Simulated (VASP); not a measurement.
An input for Quantum ESPRESSO's pw.x (written as the equivalent of a VASP run, and not itself run):

```
&CONTROL
  calculation = 'vc-relax'
  pseudo_dir = './pseudo'
  outdir = './out'
  tprnfor = .true.
  tstress = .true.
  nstep = 40
  forc_conv_thr = 0.00039
/
&SYSTEM
  ibrav = 0
  nat = 2
  ntyp = 2
  ecutwfc = 102
  occupations = 'smearing'
  smearing = 'gaussian'
  degauss = 0.003675
  input_dft = 'pbe'
/
&ELECTRONS
  conv_thr = 7.3e-09
  electron_maxstep = 100
/
&IONS
/
&CELL
  press = 20
/
ATOMIC_SPECIES
  Cd 112.414 Cd.upf
  Te 127.600 Te.upf
CELL_PARAMETERS angstrom
    -0.0000000    3.3040963    3.3040963
     3.3040963   -0.0000000    3.3040963
     3.3040963    3.3040963    0.0000000
ATOMIC_POSITIONS crystal
  Cd   1.0000000  0.0000000  0.0000000
  Te   0.2500000  0.2500000  0.2500000
K_POINTS automatic
  6 6 6 0 0 0
```

Question: Write the VASP files for the same calculation (PBE).

Answer: One answer among several that fit: 
### POSCAR
```
CdTe
1.0
  0.0000000000   3.3040962557   3.3040962557
  3.3040962557   0.0000000000   3.3040962557
  3.3040962557   3.3040962557   0.0000000000
Cd Te
1 1
Direct
  1.0000000000   0.0000000000   0.0000000000
  0.2500000000   0.2500000000   0.2500000000
```

File KPOINTS:
```
kpoints
0
Gamma
6 6 6
0 0 0
```

**INCAR**
```
ALGO = Normal
EDIFF = 1E-7
EDIFFG = -0.01
ENCUT = 480
GGA = PE
IBRION = 2
ISIF = 3
ISMEAR = 0
LASPH = T
LCHARG = F
LMAXMIX = 4
LREAL = F
LWAVE = F
NELM = 100
NSW = 40
PREC = Accurate
PSTRESS = 20
SIGMA = 0.05
SYSTEM = CdTe
```

POTCAR, in this order: Cd Te (PBE.64 set). Program: vasp_std.

Limits of the translation: the potentials are each code's own (VASP's PAW set, PseudoDojo norm-conserving files in pw.x), so ENCUT and ecutwfc are chosen apart and not converted; conv_thr bounds pw.x's estimated SCF error, while EDIFF bounds the energy change between steps; forc_conv_thr acts on force components and is met together with etot_conv_thr.

The compound is CdTe in the zinc blende structure. This run relaxes it under an external pressure of 2 GPa. Symmetry was kept, so distortions that lower it aren't found.
